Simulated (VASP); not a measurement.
Here is the system:

```yaml
crystal:
  lattice:
    - [4.00018, 0.00000, 0.00000]
    - [0.00000, 4.00018, 0.00000]
    - [0.00000, 0.00000, 4.00018]
  atoms:
    - { symbol: K, position: [0.00000, 0.00000, 0.00000] }
    - { symbol: Mg, position: [0.50000, 0.50000, 0.50000] }
    - { symbol: F, position: [0.50000, 0.00000, 0.50000] }
    - { symbol: F, position: [0.00000, 0.50000, 0.50000] }
    - { symbol: F, position: [0.50000, 0.50000, 0.00000] }
```

These are rev-vdW-DF2, VASP's PBE PAW potentials (set 64) (plane waves; VASP) values and carry that method's errors. Run with 520 eV cut-off, 6×6×6 Γ-centred mesh, Gaussian smearing of 0.050 eV, potentials K_sv Mg F.

Task: Predict the energy per atom (σ→0), band gap (on the k-mesh) with the smallest direct gap where there is one.

Result: 
The band gap (on the k-mesh) comes out as 7.21 eV and the smallest direct gap (on the k-mesh) is 7.53 eV. The energy per atom (σ→0) is -3.366 eV/atom.

Total energies compare only between runs with the same potentials, cut-off and functional.

The compound is KMgF3 in the cubic perovskite structure. It was relaxed first.
